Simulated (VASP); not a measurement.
# A VASP study of In2Ni3S2 (PBEsol + U): structure first, properties next

What structure and properties does PBEsol + U give In2Ni3S2, and how near are they to the measured ones? The steps: full relaxation (PBEsol + U), second relaxation, density, ELF and potential (PBEsol + U), bands along the symmetry lines (PBEsol + U), density of states (PBEsol + U), zone-centre phonons (PBEsol + U) and independent-particle dielectric function (PBEsol + U). The start is a computed cell from the Materials Project.

Method: PBEsol, DFT+U (Ni d 4 eV), spin-polarised from a ferromagnetic start; plane waves and PAW (In_d, Ni, S), in VASP 6.6.1.

Experimental background.

For Ni3In2S2, shandite (Bridgman-type melt-grown crystal, 300 K), “Quantum Linear Magnetoresistance and Fermi Liquid Behavior in Kagome Metal Ni3In2S2” (2024, arxiv:2402.10096) gives, by X-ray diffraction, refined: lattice constant a (a = b, hexagonal setting) 5.37 Å [room-temperature value]; lattice constant c (c, hexagonal setting) 13.53 Å [room-temperature value].

**1. The starting structure**

Before any relaxation, the start is as follows. It takes space group R-3m (No. 166, trigonal). Conventional cell: a = 5.378 Å, b = 5.378 Å, c = 13.482 Å, α = 90.00°, β = 90.00°, γ = 120.00°. Nearest to In lie 6 Ni at 2.69 Å and 2 S at 3.01 Å. In has 6 Ni at 2.73 Å and 6 S at 3.20 Å nearest. Nearest to Ni lie 2 S at 2.15 Å. Nearest to S lie 3 Ni at 2.15 Å and 4 In at 3.01 to 3.20 Å. Farther neighbours and most contacts between anions are not listed.

Structure file:

```xyz
7
Lattice="2.6888 1.5524 4.4940 -2.6888 1.5524 4.4940 0.0000 -3.1048 4.4940" Properties=species:S:1:pos:R:3 pbc="T T T"
In    0.0000    0.0000    6.7411
In    0.0000    0.0000    0.0000
Ni    1.3444    0.7762    2.2470
Ni   -1.3444    0.7762    2.2470
Ni    0.0000   -1.5524    2.2470
S     0.0000    0.0000    9.7487
S     0.0000    0.0000    3.7335
```

**2. Full relaxation (PBEsol + U)**

Properties are meant for the cell that this level of theory prefers, so cell and atoms are relaxed first (ISIF = 3) until forces and stress are small; EDIFFG sets the threshold. PBEsol restores the gradient expansion of exchange and is tuned for the cells of solids. A Hubbard U penalises fractional filling of the localised shell, which semilocal functionals favour.

INCAR

```
SYSTEM = In2Ni3S2
PREC = Accurate
ENCUT = 400
EDIFF = 1E-06
NELM = 100
ISMEAR = 0
SIGMA = 0.05
LREAL = .FALSE.
ALGO = Normal
GGA = PS
NBANDS = 47
ISPIN = 2
MAGMOM = 0 0 1 1 1 0 0
LDAU = .TRUE.
LDAUTYPE = 2
LDAUL = -1 2 -1
LDAUU = 0 4 0
LDAUJ = 0 0 0
LDAUPRINT = 1
LASPH = .TRUE.
LMAXMIX = 4
LORBIT = 11
LWAVE = .FALSE.
LCHARG = .FALSE.
KPAR = 4
IBRION = 2
NSW = 60
ISIF = 3
EDIFFG = -0.01
```

POSCAR

```
In2Ni3S2
1.0
    2.6888421947      1.5524037649      4.4940345138
   -2.6888421947      1.5524037649      4.4940345138
    0.0000000000     -3.1048075299      4.4940345138
In Ni S
2 3 2
Direct
    0.5000000000      0.5000000000      0.5000000000
    0.0000000000      0.0000000000      0.0000000000
    0.5000000000      0.0000000000      0.0000000000
    0.0000000000      0.5000000000      0.0000000000
    0.0000000000      0.0000000000      0.5000000000
    0.7230808100      0.7230808100      0.7230808100
    0.2769191900      0.2769191900      0.2769191900
```

KPOINTS

```
Automatic mesh
0
Gamma
5 5 5
0 0 0
```

The projector-augmented-wave data sets are In_d, Ni and S (PBE family, release 64).

Run with:

```console
$ mpirun -np 4 vasp_std
```

The log of the run:

```text
[banner, memory and clock lines left out]
running    4 mpi-ranks, on    1 nodes
 distrk:  each k-point on    1 cores,    4 groups
 distr:  one band on    1 cores,    1 groups

 POSCAR found type information on POSCAR InNiS
 POSCAR found :  3 types and       7 ions
|                                                                             |
|               ----> ADVICE to this user running VASP <----                  |
|                                                                             |
|     You enforced a specific xc type in the INCAR file but a different       |
|     [... a line on the potential file left out ...]
|     I HOPE YOU KNOW WHAT YOU ARE DOING!                                     |
|                                                                             |

 LDA part: xc-table for (Slater+PW92), standard interpolation
 POSCAR, INCAR and KPOINTS ok, starting setup
 FFT: planning ... GRIDC
 FFT: planning ... GRID_SOFT
 FFT: planning ... GRID
 WAVECAR not read
 entering main loop
       N       E                     dE             d eps       ncg     rms          rms(c)
DAV:   1     0.592938639453E+03    0.59294E+03   -0.25226E+04  3587   0.160E+03
DAV:   2     0.492473800717E+02   -0.54369E+03   -0.51813E+03  3572   0.409E+02
DAV:   3    -0.264939355534E+02   -0.75741E+02   -0.73231E+02  3918   0.170E+02
DAV:   4    -0.306239301538E+02   -0.41300E+01   -0.40905E+01  4137   0.395E+01
DAV:   5    -0.308094010186E+02   -0.18547E+00   -0.18538E+00  5357   0.830E+00    0.206E+01
DAV:   6    -0.320661227156E+02   -0.12567E+01   -0.18405E+01  4351   0.584E+01    0.172E+01
DAV:   7    -0.294617535308E+02    0.26044E+01   -0.89779E+00  4597   0.474E+01    0.712E+00
DAV:   8    -0.294829625891E+02   -0.21209E-01   -0.13374E+00  5122   0.935E+00    0.301E+00
DAV:   9    -0.294918926034E+02   -0.89300E-02   -0.29907E-01  4119   0.573E+00    0.139E+00
DAV:  10    -0.294948577586E+02   -0.29652E-02   -0.38633E-02  5000   0.153E+00    0.109E+00
DAV:  11    -0.294976633358E+02   -0.28056E-02   -0.10466E-02  4600   0.893E-01    0.518E-01
DAV:  12    -0.294983429180E+02   -0.67958E-03   -0.47484E-03  5052   0.789E-01    0.192E-01
DAV:  13    -0.294986081162E+02   -0.26520E-03   -0.17939E-03  4064   0.267E-01    0.164E-01
DAV:  14    -0.294986939453E+02   -0.85829E-04   -0.95917E-05  5361   0.944E-02    0.714E-02
DAV:  15    -0.294987294845E+02   -0.35539E-04   -0.11274E-04  4870   0.109E-01    0.291E-02
DAV:  16    -0.294987349411E+02   -0.54566E-05   -0.36928E-05  4234   0.504E-02    0.140E-02
DAV:  17    -0.294987364303E+02   -0.14893E-05   -0.39990E-06  3123   0.168E-02    0.967E-03
DAV:  18    -0.294987386035E+02   -0.21731E-05   -0.67984E-06  3260   0.240E-02    0.550E-03
DAV:  19    -0.294987401387E+02   -0.15353E-05   -0.59087E-06  3649   0.161E-02    0.507E-03
DAV:  20    -0.294987410059E+02   -0.86719E-06   -0.21690E-06  2813   0.966E-03
   1 F= -.29498741E+02 E0= -.29497388E+02  d E =-.294987E+02  mag=     0.0244
 curvature:   0.00 expect dE= 0.000E+00 dE for cont linesearch  0.000E+00
 trial: gam= 0.00000 g(F)=  0.318E-01 g(S)=  0.340E+00 ort = 0.000E+00 (trialstep = 0.100E+01)
 search vector abs. value=  0.372E+00
 bond charge predicted
       N       E                     dE             d eps       ncg     rms          rms(c)
DAV:   1    -0.372685903007E+02   -0.77699E+01   -0.10669E+02  4124   0.119E+02    0.255E+01
DAV:   2    -0.401148447081E+02   -0.28463E+01   -0.72933E+01  3918   0.125E+02    0.259E+01
DAV:   3    -0.294844817301E+02    0.10630E+02   -0.27787E+01  4148   0.912E+01    0.554E+00
DAV:   4    -0.296302534817E+02   -0.14577E+00   -0.44107E+00  4864   0.156E+01    0.426E+00
DAV:   5    -0.295325823102E+02    0.97671E-01   -0.52825E-01  4340   0.880E+00    0.255E+00
DAV:   6    -0.295293135398E+02    0.32688E-02   -0.84798E-02  5025   0.211E+00    0.122E+00
DAV:   7    -0.295241205632E+02    0.51930E-02   -0.19095E-02  6080   0.170E+00    0.423E-01
DAV:   8    -0.295238135774E+02    0.30699E-03   -0.42298E-03  4583   0.650E-01    0.330E-01
DAV:   9    -0.295237822760E+02    0.31301E-04   -0.95725E-04  4156   0.160E-01    0.195E-01
DAV:  10    -0.295237572403E+02    0.25036E-04   -0.60949E-05  6345   0.921E-02    0.109E-01
DAV:  11    -0.295237582604E+02   -0.10200E-05   -0.28872E-05  5625   0.407E-02    0.351E-02
DAV:  12    -0.295237557616E+02    0.24988E-05   -0.68686E-06  4343   0.199E-02    0.187E-02
DAV:  13    -0.295237552586E+02    0.50297E-06   -0.10433E-06  2227   0.580E-03
   2 F= -.29523755E+02 E0= -.29522701E+02  d E =-.250143E-01  mag=    -0.0000
[... from here on, the cycles between the ionic steps are left out ...]
   3 F= -.29604206E+02 E0= -.29603282E+02  d E =-.105465E+00  mag=    -0.0000
   4 F= -.29611990E+02 E0= -.29611170E+02  d E =-.778443E-02  mag=     0.0000
   5 F= -.29613580E+02 E0= -.29612819E+02  d E =-.937445E-02  mag=     0.0000
   6 F= -.29613566E+02 E0= -.29612801E+02  d E =-.936047E-02  mag=     0.0000
   7 F= -.29613609E+02 E0= -.29612880E+02  d E =-.422382E-04  mag=    -0.0000
   8 F= -.29613611E+02 E0= -.29612879E+02  d E =-.447916E-04  mag=     0.0000
   9 F= -.29613613E+02 E0= -.29612873E+02  d E =-.463113E-04  mag=     0.0000
  10 F= -.29613664E+02 E0= -.29612956E+02  d E =-.512730E-04  mag=    -0.0000
  11 F= -.29613579E+02 E0= -.29612958E+02  d E =0.334022E-04  mag=    -0.0000
 curvature:  -3.45 expect dE=-0.112E-02 dE for cont linesearch -0.553E-03
 ZBRENT: interpolating
 opt :   1.7080  next Energy=   -29.613687 (dE=-0.747E-04)
 bond charge predicted
       N       E                     dE             d eps       ncg     rms          rms(c)
DAV:   1    -0.296150725727E+02   -0.14933E-02   -0.39112E-02  4294   0.157E+00    0.299E-01
DAV:   2    -0.296153885673E+02   -0.31599E-03   -0.13682E-02  4396   0.169E+00    0.328E-01
DAV:   3    -0.296138753568E+02    0.15132E-02   -0.49789E-03  4100   0.106E+00    0.963E-02
DAV:   4    -0.296136770463E+02    0.19831E-03   -0.45105E-04  4540   0.228E-01    0.311E-02
DAV:   5    -0.296136745537E+02    0.24926E-05   -0.10881E-04  4720   0.111E-01    0.175E-02
DAV:   6    -0.296136764027E+02   -0.18490E-05   -0.26422E-05  4296   0.498E-02    0.109E-02
DAV:   7    -0.296136761934E+02    0.20924E-06   -0.36003E-06  3230   0.249E-02
  12 F= -.29613676E+02 E0= -.29612997E+02  d E =-.634377E-04  mag=    -0.0000
 curvature:  -0.15 expect dE=-0.873E-05 dE for cont linesearch -0.355E-06
 trial: gam= 0.28766 g(F)=  0.902E-08 g(S)=  0.597E-04 ort = 0.161E-04 (trialstep = 0.106E+01)
 search vector abs. value=  0.779E-04
 reached required accuracy - stopping structural energy minimisation
```

Elapsed: 3.5 min, on 4 MPI ranks of Intel Xeon Platinum 8488C (Sapphire Rapids), shared host; peak memory 1.2 GiB.

Lines that name or quote the potential files are left out of all logs, and their timing lines are given in words.

(Continued in part 2 of 8.)

[Lines on the potential files, build, host, timing and source positions are cut from VASP's logs without a mark.]

[Logs are printed without paths, hosts, clocks, repeated set-up lines and the standing remarks that a program may print on its own settings, such as how far it seeks lower states.]

[Hosts, paths, dates, database ids (printed as entryN), source tags and the programs' standing remarks are cut or masked in the printed files.]

[A measured line is paired with the nearest computed mode of its activity, which favours agreement.]

[In band tables of VASP the shares of atoms and orbitals are scaled to a sum of 1 inside the atoms' spheres.]
